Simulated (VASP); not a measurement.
Input for VASP

**KPOINTS**
```
Automatic
0
G
9 9 9
```

INCAR:
```
SYSTEM = LiCl
PREC = Accurate
ENCUT = 620
EDIFF = 1E-6
NELM = 100
ALGO = Normal
LREAL = .FALSE.
LASPH = .TRUE.
ISMEAR = 0
SIGMA = 0.05
GGA = PE
LWAVE = .FALSE.
LCHARG = .FALSE.
IBRION = 2
ISIF = 3
NSW = 40
EDIFFG = -0.02
PSTRESS = 50
```

**POSCAR**
```
LiCl
1
    0.0000000000     2.5700000000     2.5700000000
    2.5700000000     0.0000000000     2.5700000000
    2.5700000000     2.5700000000     0.0000000000
Li Cl
1 1
Direct
  0.0000000000   0.0000000000   0.0000000000
  0.5000000000   0.5000000000   0.5000000000
```

POTCAR, in this order: Li_sv Cl (PBE.64 set). Program: vasp_std.

Task: Write an equivalent input for Ansatz.

Result: One equivalent input (not run):
Ansatz 0.2 input:
```yaml
crystal:
  lattice:
    - [0.0000000, 2.5700000, 2.5700000]
    - [2.5700000, 0.0000000, 2.5700000]
    - [2.5700000, 2.5700000, 0.0000000]
  atoms:
    - { symbol: Li, position: [0.0000000, 0.0000000, 0.0000000] }
    - { symbol: Cl, position: [0.5000000, 0.5000000, 0.5000000] }
kpoints:
  mp_grid: { grid: [9, 9, 9] }
hamiltonian:
  xc: pbe
  pseudopotentials: { kind: paw }
scf:
  occupations: { method: gaussian, width: 0.05 }
  max_iter: 100
relax:
  max_steps: 40
  f_tol: 0.02
  cell: { p_target: 5 }
output: { forces: true, stress: true, eigenvalues: true }
```
The two are equivalent in intent, not identical: each code has its own PAW files, so the cut-off isn't converted (ENCUT is set for VASP's; basis.ecutwfc is left out, and Ansatz then takes the one that its files recommend); Ansatz stops its SCF on the density residual and VASP on the energy change (EDIFF).

The compound is LiCl in the rock salt structure. This run relaxes it under an external pressure of 5 GPa. Symmetry was kept, so distortions that lower it aren't found.
